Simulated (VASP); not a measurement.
Data:

```yaml
crystal:
  lattice:
    - [-2.64000, 2.64000, 2.64000]
    - [2.64000, -2.64000, 2.64000]
    - [2.64000, 2.64000, -2.64000]
  atoms:
    - { symbol: K, position: [0.00000, 0.00000, 0.00000] }
```

All values below come from AM05 GGA, VASP's PBE PAW potentials (set 64) (plane waves; VASP 6.6.1). Settings: 520 eV cut-off, Gaussian smearing of 0.050 eV, potentials K_sv.

Q: Give the energies of bands 5 to 7 at the high-symmetry points, in eV from the Fermi level.

A: 
```json
[
 {"band": "5", "Γ": "-2.19", "H": "1.62", "N": "0.42", "P": "1.42"},
 {"band": "6", "Γ": "4.28", "H": "1.62", "N": "0.63", "P": "1.42"},
 {"band": "7", "Γ": "4.28", "H": "3.44", "N": "3.14", "P": "1.42"}
]
```

It has no gap at this level: it comes out as a metal or semimetal.

The compound is K in the bcc structure. The cell was not relaxed at this level.
